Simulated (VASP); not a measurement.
A VASP calculation is set up with these files.

### KPOINTS
```
Automatic mesh
0
Gamma
10 10 10
0 0 0
```

POSCAR:
```
PtAl
1
    0.0000000000     2.7671613691     2.7671613691
    2.7671613691     0.0000000000     2.7671613691
    2.7671613691     2.7671613691     0.0000000000
Pt Al
1 1
Direct
  0.0000000000   1.0000000000   1.0000000000
  0.2500000000   0.2500000000   0.2500000000
```

INCAR:
```
# general
SYSTEM  = PtAl
PREC    = Accurate
ENCUT   = 400
LREAL   = .False.
LASPH   = .True.

# electronic loop
EDIFF   = 1E-6
NELM    = 100
ALGO    = Normal
LMAXMIX = 6

# smearing
ISMEAR  = 1
SIGMA   = 0.1

# functional
GGA     = PS

# ions
IBRION  = 2
NSW     = 60
ISIF    = 3
EDIFFG  = -0.01

# output
LWAVE   = .False.
LCHARG  = .False.
```

POTCAR, in this order: Pt Al (PBE.64 set). Program: vasp_std.

Q: Write an equivalent input for Ansatz.

A: One equivalent input (not run):
Ansatz 0.2 input:
```yaml
crystal:
  lattice:
    - [0.0000000, 2.7671614, 2.7671614]
    - [2.7671614, 0.0000000, 2.7671614]
    - [2.7671614, 2.7671614, 0.0000000]
  atoms:
    - { symbol: Pt, position: [0.0000000, 1.0000000, 1.0000000] }
    - { symbol: Al, position: [0.2500000, 0.2500000, 0.2500000] }
kpoints:
  mp_grid: { grid: [10, 10, 10] }
hamiltonian:
  xc: pbesol
  pseudopotentials: { kind: paw }
scf:
  occupations: { method: methfessel_paxton, width: 0.1 }
  max_iter: 100
relax:
  max_steps: 60
  f_tol: 0.01
  cell: {}
output: { forces: true, stress: true, eigenvalues: true }
```
What does not carry over: each code has its own PAW files, so the cut-off isn't converted (ENCUT is set for VASP's; basis.ecutwfc is left out, and Ansatz then takes the one that its files recommend); Ansatz stops its SCF on the density residual and VASP on the energy change (EDIFF).

The structure was generated: PtAl was put into the zinc blende type (F-43m), which need not be its known phase. It was relaxed first, which changed the volume by -19 %. The start is the result of an earlier pass.
